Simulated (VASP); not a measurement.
These are revTPSS meta-GGA, VASP's PBE PAW potentials (set 64) (plane waves; VASP) values and carry that method's errors.

VASP ran on this input.

KPOINTS:
```
Automatic mesh
0
Gamma
9 9 9
0 0 0
```

POSCAR:
```
Pt3Ti
7.8047930
  0.4999999803   0.0000000000   0.0000000000
  0.0000000000   0.4999999803   0.0000000000
  0.0000000000   0.0000000000   0.4999999803
Ti Pt
1 3
Cartesian
  0.0000000000   0.0000000000   0.0000000000
  0.0000000000   0.2499999901   0.2499999901
  0.2499999901   0.0000000000   0.2499999901
  0.2499999901   0.2499999901   0.0000000000
```

### INCAR
```
! general
SYSTEM  = Pt3Ti
PREC    = Accurate
ENCUT   = 520
LREAL   = .FALSE.
LASPH   = .TRUE.

! electronic loop
EDIFF   = 1E-7
NELM    = 100
ALGO    = Normal
LMAXMIX = 6
LMIXTAU = .TRUE.

! smearing
ISMEAR  = -5

! functional
METAGGA = RTPSS

! ions
ISIF    = 2

! output
LWAVE   = .FALSE.
LCHARG  = .FALSE.
LORBIT  = 11
NEDOS   = 601

! other
LEFG    = .TRUE.
```

**KPOINTS_OPT**
```
k-points along high-symmetry lines
10
Line-mode
Reciprocal
  0.000000   0.000000   0.000000 ! GAMMA
  0.000000   0.500000   0.000000 ! X

  0.000000   0.500000   0.000000 ! X
  0.500000   0.500000   0.000000 ! M

  0.500000   0.500000   0.000000 ! M
  0.000000   0.000000   0.000000 ! GAMMA

  0.000000   0.000000   0.000000 ! GAMMA
  0.500000   0.500000   0.500000 ! R

  0.500000   0.500000   0.500000 ! R
  0.000000   0.500000   0.000000 ! X

  0.500000   0.500000   0.500000 ! R
  0.500000   0.500000   0.000000 ! M
```

POTCAR, in this order: Ti_sv Pt (PBE.64 set). Program: vasp_std.

What VASP printed:

**OSZICAR**
```
       N       E                     dE             d eps       ncg     rms          rms(c)
DAV:   1     0.582703447879E+03    0.58270E+03   -0.26492E+04  1750   0.231E+03
DAV:   2     0.157184809388E+03   -0.42552E+03   -0.41736E+03  2012   0.584E+02
DAV:   3     0.102942532548E+03   -0.54242E+02   -0.52223E+02  3074   0.181E+02
DAV:   4     0.985684979612E+02   -0.43740E+01   -0.43216E+01  2632   0.572E+01
DAV:   5     0.983106379991E+02   -0.25786E+00   -0.25679E+00  2898   0.120E+01    0.294E+01
DAV:   6     0.940266572562E+02   -0.42840E+01   -0.97524E+01  1840   0.964E+01    0.156E+01
DAV:   7     0.924572134085E+02   -0.15694E+01   -0.24388E+01  2321   0.460E+01    0.773E+00
DAV:   8     0.972608791734E+02    0.48037E+01   -0.51219E+00  1854   0.237E+01    0.507E+00
DAV:   9     0.943523251371E+02   -0.29086E+01   -0.31555E+00  2081   0.188E+01    0.236E+00
DAV:  10     0.929813009202E+02   -0.13710E+01   -0.33160E+00  2380   0.151E+01    0.159E+00
DAV:  11     0.929620393428E+02   -0.19262E-01   -0.10445E-01  2104   0.241E+00    0.159E+00
DAV:  12     0.928920814816E+02   -0.69958E-01   -0.29520E-02  2528   0.122E+00    0.136E+00
DAV:  13     0.927749062552E+02   -0.11718E+00   -0.59935E-01  2681   0.423E+00    0.825E-01
DAV:  14     0.927747749342E+02   -0.13132E-03   -0.23374E-02  2301   0.103E+00    0.780E-01
DAV:  15     0.927744629923E+02   -0.31194E-03   -0.37867E-02  2413   0.112E+00    0.805E-01
DAV:  16     0.927706040689E+02   -0.38589E-02   -0.12479E-02  2555   0.600E-01    0.854E-01
DAV:  17     0.927710995694E+02    0.49550E-03   -0.22838E-03  2149   0.423E-01    0.572E-01
DAV:  18     0.927724243384E+02    0.13248E-02   -0.93836E-03  2595   0.747E-01    0.184E-01
DAV:  19     0.927723919775E+02   -0.32361E-04   -0.51907E-04  2504   0.170E-01    0.150E-01
DAV:  20     0.927723890938E+02   -0.28838E-05   -0.23799E-05  2056   0.272E-02    0.150E-01
DAV:  21     0.927723613287E+02   -0.27765E-04   -0.16331E-04  2457   0.550E-02    0.146E-01
DAV:  22     0.927723636938E+02    0.23651E-05   -0.11555E-05  2002   0.271E-02    0.147E-01
DAV:  23     0.927724541807E+02    0.90487E-04   -0.53102E-05  2622   0.546E-02    0.143E-01
DAV:  24     0.927731591538E+02    0.70497E-03   -0.78896E-04  1761   0.300E-01    0.275E-01
DAV:  25     0.927735103081E+02    0.35115E-03   -0.11908E-04  1858   0.106E-01    0.342E-01
DAV:  26     0.927736665723E+02    0.15626E-03   -0.29083E-05  2641   0.364E-02    0.358E-01
DAV:  27     0.927738215350E+02    0.15496E-03   -0.17192E-05  2541   0.320E-02    0.370E-01
DAV:  28     0.927736687600E+02   -0.15277E-03   -0.14650E-04  2215   0.938E-02    0.331E-01
DAV:  29     0.927736067205E+02   -0.62039E-04   -0.11284E-05  2488   0.264E-02    0.319E-01
DAV:  30     0.927733756308E+02   -0.23109E-03   -0.20793E-04  2062   0.128E-01    0.219E-01
DAV:  31     0.927730811455E+02   -0.29449E-03   -0.95994E-05  2724   0.737E-02    0.189E-01
DAV:  32     0.927730704623E+02   -0.10683E-04   -0.60784E-06  2108   0.144E-02    0.187E-01
DAV:  33     0.927730020748E+02   -0.68387E-04   -0.52759E-05  2293   0.599E-02    0.154E-01
DAV:  34     0.927728666519E+02   -0.13542E-03   -0.10762E-04  2274   0.974E-02    0.793E-02
DAV:  35     0.927727448447E+02   -0.12181E-03   -0.18453E-04  2314   0.904E-02    0.342E-02
DAV:  36     0.927727233049E+02   -0.21540E-04   -0.25006E-05  2689   0.322E-02    0.215E-02
DAV:  37     0.927727127088E+02   -0.10596E-04   -0.15407E-05  2398   0.309E-02    0.541E-03
DAV:  38     0.927727115712E+02   -0.11376E-05   -0.34480E-06  2507   0.115E-02    0.164E-03
DAV:  39     0.927727121148E+02    0.54359E-06   -0.51530E-07  1866   0.463E-03    0.290E-03
DAV:  40     0.927727120748E+02   -0.39936E-07   -0.10321E-07   921   0.253E-03
   1 F= 0.92772712E+02 E0= 0.92772712E+02  d E =0.000000E+00
       N       E                     dE             ncg
       N       E                     dE             ncg
```

**OUTCAR**
```
------------------------ aborting loop because EDIFF is reached ----------------------------------------
  FORCE on cell =-STRESS in cart. coord.  units (eV):
  Direction    XX          YY          ZZ          XY          YZ          ZX
  --------------------------------------------------------------------------------------
  Total        0.0318009      0.0318009      0.0318009      0.0000000      0.0000000     -0.0000000
  in kB        0.8573452      0.8573452      0.8573452      0.0000000      0.0000000     -0.0000000
  external PRESSURE =       0.8573452 kB  Pullay stress =       0.0000000 kB
  volume of cell :       59.43
      direct lattice vectors                 reciprocal lattice vectors
     3.902396346  0.000000000  0.000000000     0.256252802  0.000000000  0.000000000
     0.000000000  3.902396346  0.000000000     0.000000000  0.256252802  0.000000000
     0.000000000  0.000000000  3.902396346     0.000000000  0.000000000  0.256252802
 POSITION                                       TOTAL-FORCE (eV/Angst)
 -----------------------------------------------------------------------------------
      0.00000      0.00000      0.00000         0.000000      0.000000      0.000000
      0.00000      1.95120      1.95120         0.000000      0.000000      0.000000
      1.95120      0.00000      1.95120         0.000000      0.000000      0.000000
      1.95120      1.95120      0.00000         0.000000      0.000000      0.000000
 -----------------------------------------------------------------------------------
    total drift:                               -0.000000      0.000000     -0.000000
  FREE ENERGIE OF THE ION-ELECTRON SYSTEM (eV)
  ---------------------------------------------------
  free  energy   TOTEN  =        92.7727120748 eV

  energy  without entropy=       92.7727120748  energy(sigma->0) =       92.77271207

 total charge

# of ion       s       p       d       tot
------------------------------------------
    1        2.199   6.153   1.765  10.117
    2        0.722   0.699   8.064   9.485
    3        0.722   0.699   8.064   9.485
    4        0.722   0.699   8.064   9.485
--------------------------------------------------
tot          4.366   8.250  25.957  38.573

 Electric field gradients after diagonalization (V/A^2)
 (convention: |V_zz| > |V_xx| > |V_yy|)
----------------------------------------------------------------------
 ion       V_xx      V_yy      V_zz     asymmetry (V_yy - V_xx)/ V_zz
----------------------------------------------------------------------
   1      -0.000     0.000     0.000       1.162
   2      35.098    35.098   -70.195       0.000
   3      35.098    35.098   -70.195       0.000
   4      35.098    35.098   -70.195       0.000
```
(Selected blocks of OUTCAR.)

OUTCAR:
```
 val. band max:       11.7616395326   @ k =   0.3333   0.0000   0.0000

 cond. band min:      11.7115951667   @ k =   0.4444   0.1111   0.1111


 Fermi energy:        11.7638526592

 k-point     1 :       0.0000    0.0000    0.0000
  band No.  band energies     occupation
      1     -47.5606      2.00000
      2     -23.2033      2.00000
      3     -23.2033      2.00000
      4     -23.2033      2.00000
      5       1.5354      2.00000
      6       4.2310      2.00000
      7       4.6152      2.00000
      8       4.6152      2.00000
      9       4.9603      2.00000
     10       4.9603      2.00000
     11       4.9603      2.00000
     12       8.0724      2.00000
     13       8.0724      2.00000
     14       8.0724      2.00000
     15       9.9957      2.00000
     16       9.9957      2.00000
     17      11.1544      2.00000
     18      11.7588      2.00000
     19      11.7588      2.00000
     20      11.7588      2.00000
     21      13.1565     -0.02450
     22      13.1565      0.00000
     23      13.2950      0.00000
     24      13.2950      0.00000
     25      13.2950      0.00000

 k-point     2 :       0.1111    0.0000    0.0000
  band No.  band energies     occupation
      1     -47.5605      2.00000
      2     -23.2069      2.00000
      3     -23.2039      2.00000
      4     -23.2039      2.00000
      5       1.6989      2.00000
      6       4.3353      2.00000
      7       4.6756      2.00000
      8       4.7520      2.00000
      9       5.0210      2.00000
     10       5.0614      2.00000
     11       5.0614      2.00000
     12       7.9715      2.00000
     13       8.1219      2.00000
     14       8.1219      2.00000
     15       9.8531      2.00000
     16      10.0163      2.00000
     17      11.0047      2.00000
     18      11.0622      2.00000
     19      11.0622      2.00000
     20      11.7593      2.00000
     21      12.3855     -0.28639
     22      12.9897      0.00000
     23      12.9897      0.00000
...
```

For a metal the tetrahedron method with Blöchl corrections gives inexact stress and forces. Unless said otherwise, spin-orbit coupling is left out, though it shifts the bands of the heavy elements here.

The compound is Pt3Ti in the L1_2 structure. It was relaxed first.
